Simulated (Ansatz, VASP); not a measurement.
# TiTe2 in two plane-wave programs, part 2 of 2

One calculation is typed for both programs; each brings its own data sets. How far apart do they land? The cell is taken from a series of runs on this material, whose earlier steps may have relaxed, scaled, displaced or heated it; both programs get it as it stands.

VASP 6.6.1 and Ansatz 0.2.0.

So far: The starting structure; Ansatz: zone-centre phonons, PBE.

### 3. VASP: zone-centre phonons, PBE

Level of this step: PBE, no spin polarisation; plane waves and PAW (Ti_sv, Te) (VASP).

The same cell, functional, mesh and smearing now go to VASP, with its own data sets.

Lines of VASP's logs that name or quote its potential files are left out, and so is its time.

INCAR

```
SYSTEM = TiTe2
PREC = Accurate
ENCUT = 500
EDIFF = 1E-08
NELM = 120
ISMEAR = 1
SIGMA = 0.2
LREAL = .FALSE.
ALGO = Normal
GGA = PE
NBANDS = 18
LASPH = .TRUE.
LORBIT = 11
LWAVE = .FALSE.
LCHARG = .FALSE.
ISIF = 2
IBRION = 8
GGA_COMPAT = .FALSE.
KPAR = 2
```

POSCAR

```
TiTe2
1.0
    3.7630522648      0.0000000000      0.0000000000
   -1.8815261324      3.2588988571      0.0000000000
    0.0000000000      0.0000000000      6.9892536650
Ti Te
1 2
Direct
    0.0000000000      0.0000000000      0.0000000000
    0.6666666667      0.3333333333      0.2482491252
    0.3333333333      0.6666666667      0.7517508748
```

KPOINTS

```
Automatic mesh
0
Gamma
15 15 8
0 0 0
```

The projector-augmented-wave data sets are Ti_sv and Te (PBE family, release 64).

Started as:

```console
$ mpirun -np 2 vasp_std
```

Numbers of over 12 decimals in the logs are rounded to 6 here.

Output:

```text
[banner, memory and clock lines left out]
running    2 mpi-ranks, on    1 nodes
 distrk:  each k-point on    1 cores,    2 groups
 distr:  one band on    1 cores,    1 groups

 POSCAR found type information on POSCAR TiTe
 POSCAR found :  2 types and       3 ions
 LDA part: xc-table for (Slater+PW92), standard interpolation
 POSCAR, INCAR and KPOINTS ok, starting setup
 FFT: planning ... GRIDC
 FFT: planning ... GRID_SOFT
 FFT: planning ... GRID
 WAVECAR not read
 entering main loop
       N       E                     dE             d eps       ncg     rms          rms(c)
DAV:   1     0.172944556337E+03    0.17294E+03   -0.10551E+04  6912   0.118E+03
DAV:   2    -0.262048266000E+01   -0.17557E+03   -0.17154E+03  7546   0.299E+02
DAV:   3    -0.180108621458E+02   -0.15390E+02   -0.15044E+02 10864   0.835E+01
DAV:   4    -0.185312824920E+02   -0.52042E+00   -0.51771E+00  8968   0.144E+01
DAV:   5    -0.185523709177E+02   -0.21088E-01   -0.21080E-01 10518   0.268E+00    0.120E+01
DAV:   6    -0.187555150480E+02   -0.20314E+00   -0.41054E+01  7826   0.400E+01    0.154E+01
DAV:   7    -0.164970726365E+02    0.22584E+01   -0.34983E+01  8830   0.348E+01    0.562E+00
DAV:   8    -0.162280548935E+02    0.26902E+00   -0.14293E+00  7954   0.838E+00    0.194E+00
DAV:   9    -0.162493980258E+02   -0.21343E-01   -0.48347E-01  9454   0.447E+00    0.187E+00
DAV:  10    -0.162254287418E+02    0.23969E-01   -0.45332E-01  8476   0.465E+00    0.939E-01
DAV:  11    -0.162178580555E+02    0.75707E-02   -0.49581E-02  8132   0.165E+00    0.435E-01
DAV:  12    -0.162181916612E+02   -0.33361E-03   -0.28387E-03  8050   0.408E-01    0.301E-01
DAV:  13    -0.162179182391E+02    0.27342E-03   -0.95037E-04  8786   0.211E-01    0.915E-02
DAV:  14    -0.162179130398E+02    0.51993E-05   -0.40306E-05  8188   0.430E-02    0.468E-02
DAV:  15    -0.162179027723E+02    0.10268E-04   -0.19102E-05  9518   0.303E-02    0.322E-02
DAV:  16    -0.162178984389E+02    0.43334E-05   -0.24775E-05  8946   0.323E-02    0.395E-03
DAV:  17    -0.162178986168E+02   -0.17793E-06   -0.63508E-07  7784   0.570E-03    0.230E-03
DAV:  18    -0.162178987486E+02   -0.13176E-06   -0.38010E-08  8330   0.129E-03    0.201E-03
DAV:  19    -0.162178988326E+02   -0.84029E-07   -0.48618E-09  4506   0.476E-04    0.705E-04
DAV:  20    -0.162178988064E+02    0.26157E-07   -0.98007E-09  4336   0.677E-04    0.414E-04
DAV:  21    -0.162178988156E+02   -0.91272E-08   -0.14300E-09  4218   0.239E-04
   1 F= -.16217899E+02 E0= -.16218125E+02  d E =0.678393E-03
 Linear response reoptimize wavefunctions to high precision
DAV:   1    -0.162178988169E+02   -0.13401E-08   -0.26590E-10  4324   0.134E-04
DAV:   2    -0.162178988169E+02    0.45475E-11   -0.66921E-11  4186   0.619E-05
 Linear response DOF=           4
 Linear response progress:
  Degree of freedom:   1/  4
       N       E                     dE             d eps       ncg     rms          rms(c)
RMM:   1    -0.758121434146E+00   -0.75812E+00    0.10844E+01 17614   0.136E+02
RMM:   2    -0.713770392906E+00    0.44351E-01   -0.45036E-01 30397   0.518E+00    0.201E-01
RMM:   3    -0.710243894266E+00    0.35265E-02   -0.23822E-02 34742   0.114E+00    0.102E-01
RMM:   4    -0.710458306982E+00   -0.21441E-03   -0.15633E-02 41462   0.498E-01    0.386E-02
RMM:   5    -0.711817211678E+00   -0.13589E-02   -0.76797E-04 41881   0.157E-01    0.173E-02
RMM:   6    -0.712271968371E+00   -0.45476E-03   -0.22279E-04 41869   0.687E-02    0.119E-02
RMM:   7    -0.712323373293E+00   -0.51405E-04   -0.38234E-05 41492   0.320E-02    0.256E-03
RMM:   8    -0.712287762370E+00    0.35611E-04   -0.16173E-05 45924   0.160E-02    0.109E-03
RMM:   9    -0.712308385173E+00   -0.20623E-04   -0.71233E-06 45440   0.767E-03    0.271E-04
RMM:  10    -0.712308664716E+00   -0.27954E-06   -0.50791E-06 46314   0.431E-03    0.216E-04
RMM:  11    -0.712316878940E+00   -0.82142E-05   -0.33536E-06 45140   0.272E-03    0.474E-05
RMM:  12    -0.712318346043E+00   -0.14671E-05   -0.28909E-06 47132   0.186E-03    0.370E-05
RMM:  13    -0.712317347377E+00    0.99867E-06   -0.21219E-06 46530   0.139E-03    0.281E-05
RMM:  14    -0.712317335050E+00    0.12327E-07   -0.18398E-06 47826   0.111E-03    0.434E-05
RMM:  15    -0.712317130263E+00    0.20479E-06   -0.14564E-06 46544   0.934E-04    0.558E-05
RMM:  16    -0.712317472801E+00   -0.34254E-06   -0.12156E-06 44499   0.811E-04    0.541E-05
RMM:  17    -0.712317678611E+00   -0.20581E-06   -0.10463E-06 45313   0.718E-04    0.529E-05
RMM:  18    -0.712317741684E+00   -0.63073E-07   -0.87978E-07 43616   0.647E-04    0.509E-05
 first order change of Fermi-energy  -0.10865E-02
 force on displaced ion       1 direction 1 :  -4.061   0.000   0.000
 Linear response progress:
  Degree of freedom:   2/  4
       N       E                     dE             d eps       ncg     rms          rms(c)
RMM:   1    -0.751793480941E+00   -0.75179E+00    0.20190E+01  6930   0.141E+02
RMM:   2    -0.707818363519E+00    0.43975E-01   -0.38072E-01 11517   0.449E+00    0.224E-01
RMM:   3    -0.704616294839E+00    0.32021E-02   -0.28041E-02 13483   0.109E+00    0.116E-01
RMM:   4    -0.704944018213E+00   -0.32772E-03   -0.17628E-02 15360   0.467E-01    0.530E-02
RMM:   5    -0.705971782551E+00   -0.10278E-02   -0.64776E-04 16232   0.141E-01    0.267E-02
RMM:   6    -0.706519964768E+00   -0.54818E-03   -0.20174E-04 14780   0.691E-02    0.141E-02
RMM:   7    -0.706586580034E+00   -0.66615E-04   -0.47706E-05 15532   0.348E-02    0.280E-03
RMM:   8    -0.706535904478E+00    0.50676E-04   -0.24742E-05 17238   0.172E-02    0.143E-03
RMM:   9    -0.706564843735E+00   -0.28939E-04   -0.13964E-05 17298   0.858E-03    0.543E-04
RMM:  10    -0.706565299099E+00   -0.45536E-06   -0.80918E-06 17395   0.529E-03    0.455E-04
RMM:  11    -0.706578849408E+00   -0.13550E-04   -0.73605E-06 15951   0.385E-03    0.110E-04
RMM:  12    -0.706577683464E+00    0.11659E-05   -0.69770E-06 17954   0.288E-03    0.667E-05
RMM:  13    -0.706577561919E+00    0.12155E-06   -0.74400E-06 17781   0.233E-03    0.638E-05
RMM:  14    -0.706577550547E+00    0.11372E-07   -0.55281E-06 17165   0.200E-03    0.125E-04
RMM:  15    -0.706577340735E+00    0.20981E-06   -0.52854E-06 15253   0.180E-03    0.661E-05
RMM:  16    -0.706577282684E+00    0.58051E-07   -0.53699E-06 17175   0.157E-03    0.696E-05
RMM:  17    -0.706577525228E+00   -0.24254E-06   -0.67305E-06 16240   0.141E-03    0.635E-05
RMM:  18    -0.706577665572E+00   -0.14034E-06   -0.63301E-06 17114   0.128E-03    0.651E-05
 first order change of Fermi-energy   0.12722E-02
 force on displaced ion       1 direction 3 :   0.000  -0.000  -9.384
 Linear response progress:
  Degree of freedom:   3/  4
       N       E                     dE             d eps       ncg     rms          rms(c)
RMM:   1    -0.431435102104E-01   -0.43144E-01    0.13594E-02 78431   0.107E+00
RMM:   2    -0.417543448894E-01    0.13892E-02   -0.34924E-03 65969   0.326E-01    0.774E-02
RMM:   3    -0.419286203204E-01   -0.17428E-03   -0.79935E-04 76446   0.131E-01    0.432E-02
RMM:   4    -0.420131159204E-01   -0.84496E-04   -0.13572E-04 81131   0.491E-02    0.316E-02
RMM:   5    -0.421559698029E-01   -0.14285E-03   -0.33532E-05 70180   0.317E-02    0.311E-03
RMM:   6    -0.421482968702E-01    0.76729E-05   -0.85426E-06 80315   0.128E-02    0.191E-03
RMM:   7    -0.421488097341E-01   -0.51286E-06   -0.28038E-06 79525   0.603E-03    0.137E-03
RMM:   8    -0.421493105880E-01   -0.50085E-06   -0.43399E-07 78759   0.307E-03    0.564E-04
RMM:   9    -0.421493006850E-01    0.99030E-08   -0.65353E-07 85411   0.152E-03    0.192E-04
RMM:  10    -0.421490079487E-01    0.29274E-06    0.15811E-07 87053   0.707E-04    0.660E-05
RMM:  11    -0.421490161834E-01   -0.82346E-08   -0.16671E-07 86411   0.379E-04    0.245E-05
RMM:  12    -0.421489799321E-01    0.36251E-07    0.68403E-08 86811   0.223E-04    0.111E-05
RMM:  13    -0.421489961128E-01   -0.16181E-07   -0.76422E-08 85489   0.145E-04    0.282E-06
RMM:  14    -0.421489884840E-01    0.76289E-08    0.29179E-08 87984   0.104E-04    0.129E-06
 first order change of Fermi-energy   0.60647E-04
 force on displaced ion       2 direction 1 :  -3.081   0.001   0.000
 Linear response progress:
  Degree of freedom:   4/  4
       N       E                     dE             d eps       ncg     rms          rms(c)
RMM:   1    -0.667079917032E-01   -0.66708E-01    0.37281E-02 16513   0.123E+00
RMM:   2    -0.650736240611E-01    0.16344E-02   -0.36701E-03 14471   0.337E-01    0.156E-01
RMM:   3    -0.652987847399E-01   -0.22516E-03   -0.11343E-03 13871   0.229E-01    0.130E-01
RMM:   4    -0.651986215749E-01    0.10016E-03   -0.43904E-04 13364   0.161E-01    0.646E-02
RMM:   5    -0.652261735195E-01   -0.27552E-04   -0.11120E-04 15680   0.599E-02    0.490E-02
RMM:   6    -0.653254103409E-01   -0.99237E-04   -0.32873E-05 14848   0.377E-02    0.557E-03
RMM:   7    -0.653303219961E-01   -0.49117E-05   -0.12966E-05 16952   0.179E-02    0.453E-03
RMM:   8    -0.653317506057E-01   -0.14286E-05   -0.36861E-06 17637   0.825E-03    0.229E-03
RMM:   9    -0.653313640777E-01    0.38653E-06   -0.20039E-06 16647   0.360E-03    0.116E-03
RMM:  10    -0.653321919891E-01   -0.82791E-06   -0.10537E-06 16761   0.208E-03    0.250E-04
RMM:  11    -0.653322577146E-01   -0.65726E-07   -0.50792E-07 16960   0.904E-04    0.974E-05
RMM:  12    -0.653322484039E-01    0.93108E-08   -0.35002E-07 18071   0.444E-04    0.557E-05
RMM:  13    -0.653322110874E-01    0.37316E-07   -0.18358E-07 17184   0.250E-04    0.248E-05
RMM:  14    -0.653322177897E-01   -0.67023E-08   -0.33448E-07 18013   0.150E-04    0.110E-05
RMM:  15    -0.653322133734E-01    0.44162E-08   -0.14875E-07 17735   0.102E-04    0.547E-06
RMM:  16    -0.653322149313E-01   -0.15578E-08   -0.15631E-07 18079   0.838E-05    0.176E-06
RMM:  17    -0.653322135375E-01    0.13938E-08   -0.97399E-08 17525   0.722E-05    0.292E-06
 first order change of Fermi-energy   0.22795E+00
 force on displaced ion       2 direction 3 :   0.000  -0.000  -6.618
 Linear response finished
```

From OUTCAR (step 3):

```text
ion  position               nearest neighbor table
   1  0.000  0.000  0.000-   2 2.78   3 2.78   2 2.78   3 2.78   2 2.78   3 2.78
   2  0.667  0.333  0.248-   1 2.78   1 2.78   1 2.78
   3  0.333  0.667  0.752-   1 2.78   1 2.78   1 2.78

  LATTYP: Found a hexagonal cell.
 ALAT       =     3.7630522648
 C/A-ratio  =     1.8573363252

 Subroutine GETGRP returns: Found 12 space group operations
 (whereof 12 operations were pure point group operations)

The static configuration has the point symmetry D_3d.

 Found    192 irreducible k-points:

   k-points           NKPTS =    192   k-points in BZ     NKDIM =    192   number of bands    NBANDS=     18

   dimension x,y,z NGX =    28 NGY =   28 NGZ =   54
   dimension x,y,z NGXF=    56 NGYF=   56 NGZF=  108

   ENCUT  =  500.0 eV  36.75 Ry    6.06 a.u.   6.86  6.86 12.74*2*pi/ulx,y,z

   NELECT =      24.0000    total number of electrons

 k-points in reciprocal lattice and weights: Automatic mesh
   0.00000000  0.00000000  0.00000000       0.001
   0.06666667  0.00000000  0.00000000       0.003
   0.13333333  0.00000000  0.00000000       0.003
   0.20000000  0.00000000  0.00000000       0.003
   0.26666667  0.00000000  0.00000000       0.003
   0.33333333  0.00000000  0.00000000       0.003
   0.40000000  0.00000000  0.00000000       0.003
   0.46666667  0.00000000  0.00000000       0.003
   0.06666667  0.06666667  0.00000000       0.003
[...]
0.33333333  0.26666667  0.50000000       0.007
   0.33333333  0.33333333  0.50000000       0.001

 average (electrostatic) potential at core
       1 -75.5589       2 -88.0519       3 -88.0519

  Total       -0.0070096     -0.0070096      0.0025704      0.0000000     -0.0000000      0.0000000
  in kB       -0.1310277     -0.1310277      0.0480477      0.0000000     -0.0000000      0.0000000
  external PRESSURE =      -0.0713359 kB  Pullay stress =       0.0000000 kB

  energy-cutoff  :      500.00
  volume of cell :       85.71
      direct lattice vectors                 reciprocal lattice vectors
     3.763052265  0.000000000  0.000000000     0.265741725  0.153426056  0.000000000
    -1.881526132  3.258898857  0.000000000     0.000000000  0.306852113  0.000000000
     0.000000000  0.000000000  6.989253665     0.000000000  0.000000000  0.143076793

 POSITION                                       TOTAL-FORCE (eV/Angst)
 -----------------------------------------------------------------------------------
      0.00000      0.00000      0.00000        -0.000000      0.000000      0.000000
      1.88153      1.08630      1.73508         0.000000      0.000000      0.009708
     -0.00000      2.17260      5.25418        -0.000000     -0.000000     -0.009708
 -----------------------------------------------------------------------------------
    total drift:                                0.000000     -0.000000     -0.000000

 Eigenvectors and eigenvalues of the dynamical matrix
 ----------------------------------------------------

   1 f  =    7.540223 THz    47.376620 2PiTHz  251.514773 cm-1    31.183843 meV
             X         Y         Z           dx          dy          dz
      0.000000  0.000000  0.000000    -0.000000   -0.000000    0.917858
      1.881526  1.086300  1.735076    -0.000000   -0.000000   -0.280657
     -0.000000  2.172599  5.254178     0.000000    0.000000   -0.280657

   2 f  =    4.962446 THz    31.179970 2PiTHz  165.529395 cm-1    20.523020 meV
             X         Y         Z           dx          dy          dz
      0.000000  0.000000  0.000000    -0.000008    0.917422    0.000000
      1.881526  1.086300  1.735076     0.000002   -0.281368   -0.000000
     -0.000000  2.172599  5.254178     0.000002   -0.281368   -0.000000

   3 f  =    4.962446 THz    31.179970 2PiTHz  165.529395 cm-1    20.523020 meV
             X         Y         Z           dx          dy          dz
      0.000000  0.000000  0.000000    -0.917422   -0.000008    0.000000
      1.881526  1.086300  1.735076     0.281368    0.000002   -0.000000
     -0.000000  2.172599  5.254178     0.281368    0.000002    0.000000

   4 f  =    4.048950 THz    25.440304 2PiTHz  135.058439 cm-1    16.745105 meV
             X         Y         Z           dx          dy          dz
      0.000000  0.000000  0.000000     0.000000    0.000000    0.000000
      1.881526  1.086300  1.735076    -0.000000   -0.000000   -0.707107
     -0.000000  2.172599  5.254178     0.000000   -0.000000    0.707107

   5 f  =    2.810953 THz    17.661740 2PiTHz   93.763307 cm-1    11.625163 meV
             X         Y         Z           dx          dy          dz
      0.000000  0.000000  0.000000     0.000000    0.000000   -0.000000
      1.881526  1.086300  1.735076    -0.000006    0.707107   -0.000000
     -0.000000  2.172599  5.254178     0.000006   -0.707107   -0.000000

   6 f  =    2.810953 THz    17.661740 2PiTHz   93.763307 cm-1    11.625163 meV
             X         Y         Z           dx          dy          dz
      0.000000  0.000000  0.000000     0.000000    0.000000   -0.000000
      1.881526  1.086300  1.735076    -0.707107   -0.000006   -0.000000
     -0.000000  2.172599  5.254178     0.707107    0.000006   -0.000000

   7 f/i=    0.002436 THz     0.015306 2PiTHz    0.081258 cm-1     0.010075 meV
             X         Y         Z           dx          dy          dz
      0.000000  0.000000  0.000000    -0.210364   -0.337762   -0.000000
      1.881526  1.086300  1.735076    -0.342954   -0.550649   -0.000000
     -0.000000  2.172599  5.254178    -0.342954   -0.550649   -0.000000

   8 f/i=    0.002436 THz     0.015306 2PiTHz    0.081258 cm-1     0.010075 meV
             X         Y         Z           dx          dy          dz
      0.000000  0.000000  0.000000     0.337762   -0.210364   -0.000000
      1.881526  1.086300  1.735076     0.550649   -0.342954   -0.000000
     -0.000000  2.172599  5.254178     0.550649   -0.342954   -0.000000

   9 f/i=    0.004569 THz     0.028709 2PiTHz    0.152414 cm-1     0.018897 meV
             X         Y         Z           dx          dy          dz
      0.000000  0.000000  0.000000    -0.000000    0.000000   -0.396908
      1.881526  1.086300  1.735076    -0.000000    0.000000   -0.649024
     -0.000000  2.172599  5.254178    -0.000000    0.000000   -0.649024

 ELASTIC MODULI CONTR FROM IONIC RELAXATION (kBar)
 Direction    XX          YY          ZZ          XY          YZ          ZX
 --------------------------------------------------------------------------------
 XX        -236.3567   -165.3398   -402.6256     -0.0000   -125.8829     -0.0000
 YY        -165.3398   -236.3567   -402.6256      0.0000    125.8829      0.0000
 ZZ        -402.6256   -402.6256   -807.1138     -0.0000      0.0000     -0.0000
 XY          -0.0000      0.0000     -0.0000    -35.5085     -0.0000   -105.5855
 YZ        -125.8829    125.8829      0.0000     -0.0000   -446.2738     -0.0000
 ZX          -0.0000      0.0000     -0.0000   -105.5855     -0.0000   -313.9619
 --------------------------------------------------------------------------------
```

### 4. Comparison

Known differences besides the potentials themselves: the data sets hold 44 valence electrons in Ansatz (on its PAW soft_1 files) and 24 in VASP; the cutoff is 420 eV in Ansatz and 500 eV in VASP. Total energies have different zeros and are not compared.

Both answers:

| quantity | Ansatz | VASP | difference |
| --- | --- | --- | --- |
| optical mode 1 to 2 (cm⁻¹) | 93.7 | 93.8 | -0.06 % |
| optical mode 3 (cm⁻¹) | 135.2 | 135.1 | +0.10 % |
| optical mode 4 to 5 (cm⁻¹) | 165.0 | 165.5 | -0.30 % |
| optical mode 6 (cm⁻¹) | 251.2 | 251.5 | -0.11 % |

Modes are paired by rising frequency, not by their patterns, so a pair may set unlike modes beside each other; they are those without the splitting of longitudinal modes.

### 5. Summary of results

```yaml
r_m_s_difference_of_the_optical_zone_centre_modes_each_program_s_sorted_by_frequency_zone_centre_phonons_pbe: 0.31 cm⁻¹
```

**Reading.** The r.m.s. difference of the optical zone-centre modes, each program's sorted by frequency is 0.31 cm⁻¹ (zone-centre phonons, PBE). The data sets hold unlike numbers of valence electrons (44 in Ansatz and 24 in VASP), so part of the differences comes from the potentials. Such differences can come from data sets, numerical settings and the points named under the comparisons, not from the functional's error against experiment.

[Lines on the potential files, build, host, timing and source positions are cut from VASP's logs without a mark.]

[Logs are printed without paths, hosts, clocks, repeated set-up lines and the standing remarks that a program may print on its own settings, such as how far it seeks lower states.]

[Hosts, paths, dates, database ids (printed as entryN), source tags and the programs' standing remarks are cut or masked in the printed files.]
